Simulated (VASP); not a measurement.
Output of a VASP run:

File OUTCAR:
```
 ion  position               nearest neighbor table
   1  0.000  0.000  0.000-   3 2.13   3 2.13   3 2.13   2 2.13   3 2.13   2 2.13   2 2.13   2 2.13
  LATTYP: Found a face centered cubic cell.
 ALAT       =     4.9271340524
 Subroutine PRICEL returns:
 Original cell was already a primitive cell.
 Subroutine GETGRP returns: Found 48 space group operations
The static configuration has the point symmetry O_h .
The dynamic configuration has the point symmetry O_h .
 Subroutine INISYM returns: Found 48 space group operations
 Subroutine IBZKPT returns following result:
 Found     29 irreducible k-points:

 Following reciprocal coordinates:
            Coordinates               Weight
  0.000000  0.000000  0.000000      1.000000
  0.125000  0.000000  0.000000      8.000000
  0.250000  0.000000  0.000000      8.000000
  0.375000  0.000000  0.000000      8.000000
  0.500000  0.000000  0.000000      4.000000
  0.125000  0.125000  0.000000      6.000000
  0.250000  0.125000  0.000000     24.000000
  0.375000  0.125000  0.000000     24.000000
  0.500000  0.125000  0.000000     24.000000
 -0.375000  0.125000  0.000000     24.000000
 -0.250000  0.125000  0.000000     24.000000
 -0.125000  0.125000  0.000000     12.000000
  0.250000  0.250000  0.000000      6.000000
  0.375000  0.250000  0.000000     24.000000
  0.500000  0.250000  0.000000     24.000000
 -0.375000  0.250000  0.000000     24.000000
 -0.250000  0.250000  0.000000     12.000000
  0.375000  0.375000  0.000000      6.000000
  0.500000  0.375000  0.000000     24.000000
 -0.375000  0.375000  0.000000     12.000000
  0.500000  0.500000  0.000000      3.000000
  0.375000  0.250000  0.125000     24.000000
  0.500000  0.250000  0.125000     48.000000
 -0.375000  0.250000  0.125000     24.000000
  0.500000  0.375000  0.125000     24.000000
 -0.375000  0.375000  0.125000     48.000000
 -0.250000  0.375000  0.125000     24.000000
 -0.375000  0.500000  0.125000     12.000000
 -0.250000  0.500000  0.250000      6.000000
   k-points           NKPTS =     29   k-points in BZ     NKDIM =     29   number of bands    NBANDS=     15
   number of dos      NEDOS =    301   number of ions     NIONS =      3
   total plane-waves  NPLWV =  21952
   dimension x,y,z NGX =    28 NGY =   28 NGZ =   28
   dimension x,y,z NGXF=    56 NGYF=   56 NGZF=   56
   ions per type =               1   2
   PREC   = accura    normal or accurate (medium, high low for compatibility)
   ISTART =      0    job   : 0-new  1-cont  2-samecut
   ICHARG =      2    charge: 1-file 2-atom 10-const
   ISPIN  =      1    spin polarized calculation?
   LNONCOLLINEAR =      F non collinear calculations
   LSORBIT =      F    spin-orbit coupling
   INIWAV =      1    electr: 0-lowe 1-rand  2-diag
   ENCUT  =  620.0 eV  45.57 Ry    6.75 a.u.   7.07  7.07  7.07*2*pi/ulx,y,z
   NELM   =    100;   NELMIN=  2; NELMDL= -5     # of ELM steps
   EDIFF  = 0.1E-05   stopping-criterion for ELM
   LREAL  =      F    real-space projection
   NLSPLINE    = F    spline interpolate recip. space projectors
   LMAXMIX     =    6 max onsite mixed and CHGCAR
   VOSKOWN=      0    Vosko Wilk Nusair interpolation
   EDIFFG = -.2E-01   stopping-criterion for IOM
   NSW    =     40    number of steps for IOM
   NBLOCK =      1;   KBLOCK =     40    inner block; outer block
   IBRION =      2    ionic relax: 0-MD 1-quasi-New 2-CG
   NFREE  =      1    steps in history (QN), initial steepest desc. (CG)
   ISIF   =      3    stress and relaxation
   ISYM   =      2    0-nonsym 1-usesym 2-fastsym
   TEIN   =    0.0    initial temperature
   TEBEG  =    0.0;   TEEND  =   0.0 temperature during run
   SMASS  =  -3.00    Nose mass-parameter (am)
   PSTRESS=  100.0 pullay stress
   NELECT =      22.0000    total number of electrons
   EFERMI =   0.00;   METHOD = LEGACY
   ISMEAR =     0;   SIGMA  =   0.05  broadening in eV -4-tet -1-fermi 0-gaus
   IALGO  =     38    algorithm
   LDIAG  =      T    sub-space diagonalisation (order eigenvalues)
...
```

**OSZICAR**
```
       N       E                     dE             d eps       ncg     rms          rms(c)
DAV:   1     0.108941187686E+03    0.10894E+03   -0.14536E+04   870   0.169E+03
DAV:   2    -0.349609664411E+02   -0.14390E+03   -0.14012E+03  1137   0.347E+02
DAV:   3    -0.385758719615E+02   -0.36149E+01   -0.36122E+01  1066   0.548E+01
DAV:   4    -0.385941472733E+02   -0.18275E-01   -0.18273E-01  1143   0.421E+00
DAV:   5    -0.385942818016E+02   -0.13453E-03   -0.13453E-03  1059   0.324E-01    0.599E+01
DAV:   6    -0.332394661081E+02    0.53548E+01   -0.27857E+01   933   0.390E+01    0.505E+01
DAV:   7    -0.330995547925E+02    0.13991E+00   -0.70960E-01  1024   0.822E+00    0.310E+01
DAV:   8    -0.330533513636E+02    0.46203E-01   -0.13315E-01  1094   0.391E+00    0.507E+00
DAV:   9    -0.330466499921E+02    0.67014E-02   -0.24152E-02  1038   0.144E+00    0.177E+00
DAV:  10    -0.330463215571E+02    0.32843E-03   -0.24902E-03  1150   0.407E-01    0.140E-01
DAV:  11    -0.330463143972E+02    0.71599E-05   -0.15521E-04   968   0.107E-01    0.995E-02
DAV:  12    -0.330463137830E+02    0.61425E-06   -0.51668E-06  1122   0.206E-02
   1 F= -.31179880E+02 E0= -.31179880E+02  d E =-.311799E+02
```

OUTCAR:
```
------------------------ aborting loop because EDIFF is reached ----------------------------------------
  FORCE on cell =-STRESS in cart. coord.  units (eV):
  Direction    XX          YY          ZZ          XY          YZ          ZX
  --------------------------------------------------------------------------------------
  Total        1.8601184      1.8601184      1.8601184     -0.0000000     -0.0000000      0.0000000
  in kB       99.6616406     99.6616406     99.6616406     -0.0000000     -0.0000000      0.0000000
  external PRESSURE =      -0.3383594 kB  Pullay stress =     100.0000000 kB
  volume of cell :       29.90
      direct lattice vectors                 reciprocal lattice vectors
     0.000000000  2.463567026  2.463567026    -0.202957742  0.202957742  0.202957742
     2.463567026  0.000000000  2.463567026     0.202957742 -0.202957742  0.202957742
     2.463567026  2.463567026  0.000000000     0.202957742  0.202957742 -0.202957742
 POSITION                                       TOTAL-FORCE (eV/Angst)
 -----------------------------------------------------------------------------------
      0.00000      0.00000      0.00000        -0.000000     -0.000000     -0.000000
      1.23178      1.23178      1.23178         0.000000      0.000000     -0.000000
      3.69535      3.69535      3.69535        -0.000000     -0.000000      0.000000
 -----------------------------------------------------------------------------------
    total drift:                                0.000000      0.000000      0.000000
  FREE ENERGIE OF THE ION-ELECTRON SYSTEM (eV)
  ---------------------------------------------------
  free  energy   TOTEN  =       -33.0463137830 eV

  energy  without entropy=      -33.0463137830  energy(sigma->0) =      -33.04631378
  enthalpy is  TOTEN    =       -31.1798801101 eV   P V=        1.8664336729

 reached required accuracy - stopping structural energy minimisation
```
(Selected blocks of OUTCAR.)

File POSCAR:
```
HfO2
1
   -0.0000000000     2.4635670262     2.4635670262
    2.4635670262    -0.0000000000     2.4635670262
    2.4635670262     2.4635670262     0.0000000000
Hf O
1 2
Direct
  0.0000000000   0.0000000000   0.0000000000
  0.2500000000   0.2500000000   0.2500000000
  0.7500000000   0.7500000000   0.7500000000
```

Write an INCAR and KPOINTS that could have produced this output.

One answer among several that fit: the input of the run itself, LDA (Ceperley-Alder, Perdew-Zunger), plane waves, VASP's LDA PAW potentials (set 64).

**KPOINTS**
```
kpoints
0
G
  8 8 8
0 0 0
```

**INCAR**
```
SYSTEM  =  HfO2
PREC  =  Accurate; ENCUT  =  620; LREAL  =  F
LASPH  =  T
EDIFF  =  1E-6; NELM  =  100; ALGO  =  Normal
LMAXMIX  =  6
ISMEAR  =  0; SIGMA  =  0.05
IBRION  =  2; NSW  =  40; ISIF  =  3
EDIFFG  =  -0.02; PSTRESS  =  100
LWAVE  =  F; LCHARG  =  F
```

POTCAR, in this order: Hf_pv O (LDA.64 set). Program: vasp_std.

The compound is HfO2 in the fluorite structure, the high-temperature cubic form, which is unstable at 0 K; the monoclinic form is the stable one. It was relaxed first under an external pressure of 10 GPa.
